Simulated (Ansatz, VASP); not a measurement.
# Cross-check of InAs between VASP and Ansatz, part 2 of 2

Aim: how closely do two programs agree when they are given the same cell, functional and k mesh? The cell is taken from a series of runs on this material, whose earlier steps may have relaxed, scaled, displaced or heated it; both programs get it as it stands.

VASP 6.6.1 and Ansatz 0.2.0.

So far: Set-up; VASP: G0W0 gap, r2SCAN, DFT+U.

### Step 3. Ansatz: G0W0 gap, r2SCAN, DFT+U

Level of this step: Ansatz beside VASP: Kohn-Sham DFT, plane waves, r2SCAN, DFT+U (Ansatz).

Ansatz runs on its PAW soft_1 files.

The same cell, functional and mesh now go to Ansatz, which takes its cutoff from its data sets.

Input file input.yaml:

```yaml
crystal:
  lattice:
    - [0.0, 3.018, 3.018]
    - [3.018, 0.0, 3.018]
    - [3.018, 3.018, 0.0]
  atoms:
    - { symbol: In, position: [0.0, 0.0, 0.0] }
    - { symbol: As, position: [0.25, 0.25, 0.25] }
kpoints:
  mp_grid: { grid: [6, 6, 6] }
hamiltonian:
  xc: r2scan
  hubbard:
    projectors: ortho-atomic
    sites: [{ species: In, l: d, u_eff: 10.0 }]
  pseudopotentials: { kind: paw, azcp: { folder: soft_1 } }
scf:
  occupations: { method: fixed }
gw:
  n_empty_bands: 229
  ecut_chi: 150.0
  qp_bands: [v2, c2]
  qp_kpoints: band_edges
  screening: { model: contour_deformation }
```

Started as:

```sh
$ ansatz run input.yaml --threads 3 --pin off --max-ram 92160MiB --backend cuda --events-out ev --progress --plain --runs-dir out --devices 1 --max-vram 13GiB
```

Numbers of over 12 decimals in the logs are rounded to 6 here.

Output:

```text
GPUs: using 1 of 1 available (devices: 1).
Engine: ansatz 0.2.0, x86_64-unknown-linux-gnu
Pseudopotentials: kind: paw
Pseudopotential: In, paw, valence charge 13, recommended cutoff 500 eV (meta_gga), soft_1/In.paw.azcp
Pseudopotential: As, paw, valence charge 15, recommended cutoff 500 eV (meta_gga), soft_1/As.paw.azcp
Functional definition: r2SCAN
  parameter k0 = 0.174
  parameter k1 = 0.065
  parameter a1 = 4.9479
  exchange = r2scan_x(k0 = k0, k1 = k1, a1 = a1)
  correlation = r2scan_c
device memory: the entry about to start is reckoned to put 0.8 GiB on a device that reports 41.6 GiB free (of which the cap on the GPU budget leaves the run 13.0 GiB)
GPU FFT provider: cuFFT
GPU libraries: cuBLAS 13.8.2, cuFFT 12.4.0, cuSOLVER 12.3.4
Crystal: 2 atoms, lattice volume = 54.978 Å³
Basis set: ecut = 500 eV, 1411 PW (Γ), exchange–correlation on 128×128×128 points (64 copies of the dense FFT grid, shifted against one another)
Bands: 18, of which v1, the nominal top of the filled ones, is band 14 counted from 1 (13 counted from 0)
Symmetry: 24 space group operations
Space group: F-43m (ITA 216), of the structure as read, at distance tolerance 3.8e-5 Å
k-points: 16 of 216 (time reversal used)
Non-local potential: In, projectors of the file, l = 0: 2, l = 1: 2, l = 2: 2, l = 3: 1
Non-local potential: As, projectors of the file, l = 0: 2, l = 1: 2, l = 2: 3, l = 3: 1
PAW form: soft (Blöchl's): semilocal exchange-correlation on the pseudo side does not see the compensation charge
PAW frozen core: In, regenerated for the run's functional (the file was generated under x = pbe(κ = 0.804, μ = 0.219515), c = pbe(β = 0.066725))
PAW frozen core: As, regenerated for the run's functional (the file was generated under x = pbe(κ = 0.804, μ = 0.219515), c = pbe(β = 0.066725))
PAW one-centre angular grid: In, 590 points (default); XC on 160 Gauss nodes
PAW one-centre angular grid: As, 590 points (default); XC on 160 Gauss nodes
Initial density: superposition of atomic densities (chi_scale 0.1, normalization cell, long waves kept (reshape's long-wave potential 0.00 eV rms))
Initial wavefunctions: pseudopotential atomic-orbital guess
GPU buffer pool allocated for 32768 grid points (all kernels)
GPU transforms: local potential: pruned to the plane-wave sphere, on 30×32×32; band sums: pruned to the plane-wave sphere, on 32×32×32
Functional: x = r2scan, c = r2scan; τ floored in thin density (d = 2e-4 eV/Å³)
iter 1 solved again at ethr=1.80e-3 eV; its pass at ethr=3.10e-3 eV (dr2=5.04e-1 eV) is discarded
SCF iter   1: F=—  HF=-10477.142535 eV  |F-HF|=—  |Δ(HF+E_count)|=         —  Δρ=3.36e-2  dr2=5.05e-1  dr2_τ=1.28e-2  ethr=1.80e-3  ⟨swp⟩=1.0  Hψ=1746  notcnv=0  defer=2
preconditioner: auto → none  [insulator: Δε(μ)=0.273 eV  Ē_g=18.377 eV  n_scr=14 (ndim 8)  ℏωp=21.2 eV  f_vac=0.007  ε∞_Penn≈2.3]
SCF iter   2: F=—  HF=-10477.141449 eV  |F-HF|=—  |Δ(HF+E_count)|=   1.09e-3  Δρ=1.56e-2  dr2=8.98e-2  dr2_τ=1.11e-3  ethr=1.80e-3  ⟨swp⟩=2.2  Hψ=367  notcnv=0  defer=26
SCF iter   3: F=—  HF=-10477.150844 eV  |F-HF|=—  |Δ(HF+E_count)|=   9.39e-3  Δρ=2.52e-3  dr2=5.33e-3  dr2_τ=1.44e-4  ethr=3.21e-4  ⟨swp⟩=2.5  Hψ=673  notcnv=0  defer=25
SCF iter   4: F=—  HF=-10477.148257 eV  |F-HF|=—  |Δ(HF+E_count)|=   2.59e-3  Δρ=7.88e-4  dr2=2.18e-4  dr2_τ=6.36e-6  ethr=1.90e-5  ⟨swp⟩=3.0  Hψ=579  notcnv=0  defer=28
SCF iter   5: F=—  HF=-10477.148286 eV  |F-HF|=—  |Δ(HF+E_count)|=   2.92e-5  Δρ=2.17e-4  dr2=8.70e-6  dr2_τ=3.20e-7  ethr=7.77e-7  ⟨swp⟩=3.0  Hψ=468  notcnv=0  defer=28
SCF iter   6: F=—  HF=-10477.148293 eV  |F-HF|=—  |Δ(HF+E_count)|=   6.47e-6  Δρ=6.25e-5  dr2=9.41e-7  dr2_τ=3.02e-8  ethr=3.11e-8  ⟨swp⟩=2.0  Hψ=512  notcnv=0  defer=5
SCF iter   7: F=-10477.148293 eV  HF=-10477.148293 eV  |F-HF|=2.65e-9  |Δ(HF+E_count)|=   3.61e-7  Δρ=2.87e-6  dr2=5.00e-9  dr2_τ=1.15e-10  ethr=3.57e-10  ⟨swp⟩=4.5  Hψ=1302  notcnv=0
SCF 1 converged in 7 iterations: F = -10477.148293 eV  dr2 = 5.00e-9
  greatest PAW one-centre occupation: 0.999 electrons in one spin orbital (limit 2), on the As atom at site 1 (counted from 0), in its partial waves of l = 2
device memory: the entry about to start is reckoned to put 0.9 GiB on a device that reports 52.5 GiB free (of which the cap on the GPU budget leaves the run 13.0 GiB)
NSCF: frozen V_eff on 16 k-points, pencils in batches of 32, up to order 72
the band table was solved once the SCF had ended and its energy, with any forces and stress, was formed, with the checks that follow a solve (1200 applications of the Hamiltonian). They found nothing against the state; the energy, forces and stress were not computed again (output.eigenvalues in the input reference)
device memory: the entry about to start is reckoned to put 3.0 GiB on a device that reports 52.5 GiB free (of which the cap on the GPU budget leaves the run 13.0 GiB)
NSCF: frozen V_eff on 16 k-points
G₀W₀ screening: q 1/16
[... further progress lines ...]
device memory: the entry about to start is reckoned to put 0.4 GiB on a device that reports 50.0 GiB free (of which the cap on the GPU budget leaves the run 13.0 GiB)
NSCF: frozen V_eff on 1 k-points
device memory: the entry about to start is reckoned to put 0.4 GiB on a device that reports 50.0 GiB free (of which the cap on the GPU budget leaves the run 13.0 GiB)
NSCF: frozen V_eff on 1 k-points
SCF converged after 7 iterations
Free energy (F): -10477.148293 eV
Harris-Foulkes:  -10477.148293 eV  (|F-HF|=2.65e-9)
Internal energy: -10477.148293 eV  (E = F + TS)
E sigma→0 (E₀):  -10477.148293 eV
Fermi energy:    7.467117 eV
--- Per-component energies (eV) ---
  E_band       = -382.336067
  E_kinetic    = 317.375024
  E_local      = -3473.862732  (includes V_loc(G=0)·N_el)
  E_nonlocal   = -65.450610
  E_hartree    = 1732.153511
  E_xc         = -197.777001
  E_vxc        = -173.061446  (∫ρ·V_xc dr)
  E_hubbard    = 0.058076  (on-site DFT+U / exact-exchange correction)
  E_vhub       = -49.825667  (the Hubbard potential's part of the band-sum identity)
  E_paw        = -6261.353241  (= ΣΔE_a)
  E_vpaw       = -412.441259  (= ΣTr[D̂ρ^β])
  E_aug_tail   = -0.000058  (compensation charges beyond the density's cutoff)
  E_vtau       = 10.626513  (kinetic-family band-sum trace: ∫τ·v_τ [+ j·A + Jᵃ·Aᵃ] dr)
  E_ewald      = -2527.799418
  E_core_change = -0.491845  (= ΣΔE_core)
  E_smearing   = -0.000000  (= −TS)
  E_closure    = 0.000000  (closes the sum)
  Σ components = -10477.148293   (vs F -10477.148293, Δ=0.00e0)
--- Band table (eV; the first three rows and the last of 16) ---
  k-point 0: bands = [... 10 lower, -4.7981, 7.4671, 7.4671, 7.4671, 7.8146, 11.8135, 11.8135, 11.8135]
  k-point 1: bands = [... 10 lower, -4.5290, 5.0428, 7.1534, 7.1534, 9.1526, 12.2407, 12.2704, 12.2704]
  k-point 2: bands = [... 10 lower, -3.8505, 2.6931, 6.6687, 6.6687, 9.0252, 12.6313, 12.6313, 14.1486]
  k-point 15: bands = [... 10 lower, -2.7985, 1.6866, 4.5938, 4.6852, 10.9164, 11.3249, 14.4871, 15.0275]
Occupation matrices written to <dir>
--- G₀W₀: contour deformation, 8 samples at zero and on the imaginary axis and 2 off it, 216 q-points, 229 empty bands' worth ---
  eigenvalues of the whole cell's RPA ε∞ on this k-mesh (on a slab, of 1 + 4πα/V) = 95.3827, 95.3827, 95.3827; static W/v taken at q = 0 is 0.010484
  bands read: the sum over 243 bands ends inside a degenerate multiplet in 1 slot, whose members it reads at an even weight; the widest, k=0: bands 242 to 244 (counted from 1) at 2/3 each
  gw.qp_kpoints: band_edges: 9 of 16 stored k-points solved, in 1 pass; an edge of the gap read off the rows below is read off those points alone
    valence top: of the k-points left out ik 7 came nearest to being solved in a further pass, in band 14 (counted from 1, as in the quasiparticle table): it holds the edge there only if its correction is more favourable than any solved in that band by at least 1.039 eV; those differ by 0.108 eV
    conduction bottom: of the k-points left out ik 10 came nearest to being solved in a further pass, in band 15 (counted from 1, as in the quasiparticle table): it holds the edge there only if its correction is more favourable than any solved in that band by at least 1.901 eV; those differ by 0.207 eV
    ik  band        ε_KS         Σx   Σc(E_QP)       V_xc       Z   E_QP_lin       E_QP  E_QP is
     0    13      7.4671   -16.3134     0.9418   -15.1290  0.7397     7.2202     7.2245  root
     0    14      7.4671   -16.3134     0.9418   -15.1290  0.7397     7.2202     7.2245  root
     0    15      7.8146   -11.0225    -3.5249   -14.4812  0.7592     7.7487     7.7484  root
     0    16     11.8135    -7.3756    -4.1852   -11.5250  0.7428    11.7777    11.7776  root
     1    13      7.1534   -16.0718     1.0402   -14.7687  0.7380     6.8852     6.8905  root
     1    14      7.1534   -16.0718     1.0402   -14.7687  0.7380     6.8852     6.8905  root
     1    15      9.1526   -10.1361    -3.6145   -13.7179  0.7532     9.1199     9.1198  root
     1    16     12.2407    -7.8274    -4.3022   -12.0544  0.7347    12.1658    12.1655  root
     2    13      6.6687   -15.8811     1.2380   -14.3511  0.7342     6.3698     6.3767  root
     2    14      6.6687   -15.8811     1.2380   -14.3511  0.7342     6.3698     6.3767  root
     2    15      9.0252    -9.2223    -3.7393   -12.9150  0.7571     8.9788     8.9786  root
     2    16     12.6313    -7.1040    -4.4020   -11.4558  0.7323    12.5814    12.5811  root
     3    13      6.4695   -15.8356     1.3233   -14.2096  0.7325     6.1593     6.1669  root
     3    14      6.4695   -15.8356     1.3233   -14.2096  0.7325     6.1593     6.1669  root
     3    15      8.8648    -9.2112    -3.7113   -12.8700  0.7582     8.8124     8.8122  root
     3    16     12.5785    -6.8698    -4.3533   -11.1601  0.7339    12.5158    12.5156  root
     4    13      6.6288   -15.6647     1.2063   -14.1679  0.7340     6.3315     6.3383  root
     4    14      6.6288   -15.6647     1.2063   -14.1679  0.7340     6.3315     6.3383  root
     4    15     10.1169   -10.7564    -3.8214   -14.6084  0.7435    10.1476    10.1475  root
     4    16     10.7632    -6.8336    -3.9250   -10.6406  0.7538    10.6461    10.6453  root
     6    13      5.2285   -15.1339     1.6292   -13.1671  0.7179     4.8797     4.8909  root
     6    14      6.0443   -15.5743     1.4715   -13.7818  0.7281     5.7143     5.7234  root
     6    15     10.0976    -8.9165    -3.9098   -12.7990  0.7505    10.0704    10.0703  root
     6    16     12.1245    -6.9296    -4.3263   -11.1738  0.7355    12.0429    12.0425  root
[...]
9    13      5.5288   -15.3389     1.6766   -13.3250  0.7209     5.1804     5.1915  root
     9    14      5.5288   -15.3389     1.6766   -13.3250  0.7209     5.1804     5.1915  root
     9    15      9.6489    -6.7872    -3.6905   -10.3420  0.7608     9.5142     9.5131  root
     9    16     10.4417    -7.9334    -4.0170   -11.8992  0.7488    10.3906    10.3904  root
    12    13      5.1060   -15.2588     1.8581   -13.0504  0.7153     4.7435     4.7557  root
    12    14      5.1060   -15.2588     1.8581   -13.0504  0.7153     4.7435     4.7557  root
    12    15      9.3342    -6.3262    -3.6166    -9.7666  0.7632     9.1597     9.1580  root
    12    16      9.8773    -7.8914    -3.8379   -11.6716  0.7551     9.8198     9.8195  root
```

### Step 4. Comparison

Known differences besides the potentials themselves: U acts on the PAW sphere in VASP and on atomic orbitals in Ansatz, so only states and trends compare; VASP keeps PBE cores, Ansatz makes them for the functional; fixed occupations in Ansatz, narrow Gaussian smearing in VASP; the data sets hold 28 valence electrons in Ansatz (on its PAW soft_1 files) and 18 in VASP; the cutoff is 500 eV in Ansatz and 300 eV in VASP; Ansatz integrates over frequency by contour deformation, VASP on a grid of NOMEGA points; Ansatz's G0W0 levels solve the quasiparticle equation, VASP's are linearised. Total energies have different zeros and are not compared.

Compared:

```tsv
quantity	Ansatz	VASP	difference
G0W0 gap on the mesh (eV)	0.52	0.39	+0.13
Kohn-Sham gap under it (eV)	0.35	0.99	-0.64
```

### Step 5. Outcome

* difference in G0W0 gap on the mesh (G0W0 gap, r2SCAN, DFT+U): 0.13 eV

What this shows: The difference in G0W0 gap on the mesh is 0.13 eV (G0W0 gap, r2SCAN, DFT+U). The data sets hold unlike numbers of valence electrons (28 in Ansatz and 18 in VASP), so part of the differences comes from the potentials. How closely two codes agree says nothing of how well the functional describes the real material.

[Lines on the potential files, build, host, timing and source positions are cut from VASP's logs without a mark.]

[Logs are printed without paths, hosts, clocks, repeated set-up lines and the standing remarks that a program may print on its own settings, such as how far it seeks lower states.]

[Hosts, paths, dates, database ids (printed as entryN), source tags and the programs' standing remarks are cut or masked in the printed files.]
